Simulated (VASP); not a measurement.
```
OsTi
1.0
    3.05968     0.00000     0.00000
    0.00000     3.05968     0.00000
    0.00000     0.00000     3.05968
Os Ti
1 1
Direct
  0.00000   0.00000   0.00000
  0.50000   0.50000   0.50000
```

All values below come from PBEsol GGA, VASP's PBE PAW potentials (set 64) (plane waves; VASP 6.6.1). Settings: 400 eV cut-off, Gaussian smearing of 0.050 eV, potentials Os Ti_sv.

Question: Give the energies of bands 5 to 13 at the high-symmetry points, in eV from the Fermi level.

Answer: 
| band | Γ | X | M | R |
|---|---|---|---|---|
| 5 | -8.62 | -5.56 | -5.68 | -3.73 |
| 6 | -5.42 | -3.76 | -5.43 | -3.73 |
| 7 | -5.42 | -3.42 | -3.24 | -3.73 |
| 8 | -1.35 | -1.66 | -3.24 | -1.59 |
| 9 | -1.35 | -1.66 | 0.97 | -1.59 |
| 10 | -1.35 | -0.92 | 0.97 | -1.59 |
| 11 | 1.90 | -0.09 | 1.16 | 1.38 |
| 12 | 1.90 | 0.67 | 1.26 | 1.38 |
| 13 | 3.79 | 0.67 | 2.21 | 3.08 |

It has no gap at this level: it comes out as a metal or semimetal.

The structure comes from a measured TiOs entry (Pm-3m) of the Crystallography Open Database, whose conditions weren't checked. It was relaxed first.
